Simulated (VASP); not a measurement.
EuSc in VASP: the effect of strain

The system is EuSc.

```
Sc Eu
1.0
     3.78710    0.00000    0.00000
     0.00000    3.78710    0.00000
     0.00000    0.00000    3.94490
Sc Eu
1 1
Direct
  0.50000 0.50000 0.50000
  0.00000 0.00000 0.00000
```

The cell was built by a generator and needn't be a form met in nature.

The cell isn't the ideal one: strain = -0.04.

Alike in all runs:

| Property | Result |
| --- | --- |
| Program | VASP 6.6.1 |
| Task | relaxation of the atoms |
| Functional | PBE |
| Potentials or basis | VASP PAW PBE potentials, release 64 (Sc_sv, Eu) |
| Cutoff | 520 eV |
| k mesh | 5 × 5 × 5 |
| Occupations | fermi-dirac, width 0.05 eV |
| Spin | collinear spin, ferromagnetic start |
| Starting moments | [0.0, 7.0] μB |
| Strain kind | biaxial_xy |
| Further INCAR settings | ALGO = Normal; EDIFF = 1e-06; IBRION = 2; EDIFFG = -0.01; NSW = 60 |

Each run relaxes the cell or the atoms first.

```tsv
strain	pressure (GPa)	moment (μB)
-0.04	2.6	6.85
-0.02	?	?
-0.01	0.5	6.81
0	-0.2	6.82
0.01	-0.8	6.84
0.02	-1.3	6.87
0.04	-2.2	6.95
```

Q: What does the run with strain -0.02 give?

A: Pressure 1.1 GPa; moment 6.81 μB.

Worked out: A parabola through the other rows of the pressure, of slope -69.9 GPa per unit of strain there, gives 1.1 GPa, against the run's 1.1. A parabola through the other rows of the moment, of slope -0.701 μB per unit of strain there, gives 6.82 μB, against the run's 6.81.

Caveats: the relaxation stopped at its first step, so nothing moved.
